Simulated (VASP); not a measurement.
Consider the following.

```
TiN
1.0
    0.00000     2.16240     2.16240
    2.16240     0.00000     2.16240
    2.16240     2.16240     0.00000
Ti N
1 1
Direct
  0.00000   0.00000   0.00000
  0.50000   0.50000   0.50000
```

Computed with PBE GGA + U (Dudarev), VASP's PBE PAW potentials (set 64) (plane waves; VASP). Run with 520 eV cut-off, 13×13×13 Γ-centred mesh, first-order Methfessel-Paxton smearing of 0.10 eV, potentials Ti_sv N, U − J: Ti 2.00 eV.

Predict the energy per atom (σ→0), pressure, band gap (on the k-mesh) with the smallest direct gap where there is one.

```json
{
  "band gap (on the k-mesh)": "none (metal, semimetal or under 0.01 eV)",
  "energy per atom (σ→0)": "-9.027 eV/atom",
  "pressure": "-7.99 GPa"
}
```

Total energies compare only between runs with the same potentials, cut-off and functional.

The compound is TiN in the rock salt structure. The cell was not relaxed at this level. The run is one of a series of settings (LDAU = .TRUE., LDAUJ = 0 0, LDAUL = 2 -1, LDAUTYPE = 2, LDAUU = 2.0 0 against the base run), some of them coarse on purpose. The electron count is odd and the run is not spin-polarised, which forces a metal.
